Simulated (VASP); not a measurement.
A VASP calculation is set up with these files.

**POSCAR**
```
ZrSe
1
    3.5016149510     0.0000000000     0.0000000000
   -1.7508074755     3.0324873443    -0.0000000000
   -0.0000000000     0.0000000000     8.6841200123
Zr Se
2 2
Direct
  0.3333330000   0.6666670000   0.0365546576
  0.6666670000   0.3333330000   0.5365546576
  0.3333330000   0.6666670000   0.3384453424
  0.6666670000   0.3333330000   0.8384453424
```

File KPOINTS:
```
K-points
0
gamma
7 7 3
0 0 0
```

**INCAR**
```
EDIFF=1E-6
LASPH=T   # aspherical one-centre terms
ALGO=Normal
LREAL=F   # projection in real space or not
LCHARG=F
ENCUT=400
ISMEAR=0   # Gaussian
ISIF=3   # ions, shape and volume
NSW=60   # most ionic steps
EDIFFG=-0.02   # ionic stop
SIGMA=0.05   # width (eV)
SYSTEM=ZrSe
NELM=100   # most electronic steps
GGA=PS
PREC=Accurate
IBRION=2
LMAXMIX=4
LWAVE=F
```

POTCAR, in this order: Zr_sv Se (PBE.64 set). Program: vasp_std.

Task: Write an equivalent input for Quantum ESPRESSO's pw.x.

Result: One equivalent input (not run):
```
&CONTROL
  calculation = 'vc-relax'
  pseudo_dir = './pseudo'
  outdir = './out'
  tprnfor = .true.
  tstress = .true.
  nstep = 60
  forc_conv_thr = 0.00078
/
&SYSTEM
  ibrav = 0
  nat = 4
  ntyp = 2
  ecutwfc = 86
  occupations = 'smearing'
  smearing = 'gaussian'
  degauss = 0.003675
  input_dft = 'pbesol'
/
&ELECTRONS
  conv_thr = 7.3e-08
  electron_maxstep = 100
/
&IONS
/
&CELL
/
ATOMIC_SPECIES
  Zr 91.224 Zr.upf
  Se 78.971 Se.upf
CELL_PARAMETERS angstrom
     3.5016150    0.0000000    0.0000000
    -1.7508075    3.0324873   -0.0000000
    -0.0000000    0.0000000    8.6841200
ATOMIC_POSITIONS crystal
  Zr   0.3333330  0.6666670  0.0365547
  Zr   0.6666670  0.3333330  0.5365547
  Se   0.3333330  0.6666670  0.3384453
  Se   0.6666670  0.3333330  0.8384453
K_POINTS automatic
  7 7 3 0 0 0
```
What does not carry over: the potentials are each code's own (VASP's PAW set, PseudoDojo norm-conserving files in pw.x), so ENCUT and ecutwfc are chosen apart and not converted; conv_thr bounds pw.x's estimated SCF error, while EDIFF bounds the energy change between steps; forc_conv_thr acts on force components and is met together with etot_conv_thr.

The structure was generated: ZrSe was put into the wurtzite type (P6_3mc), which need not be its known phase. This run relaxes it. Symmetry was kept, so distortions that lower it aren't found. The start is the result of an earlier pass.
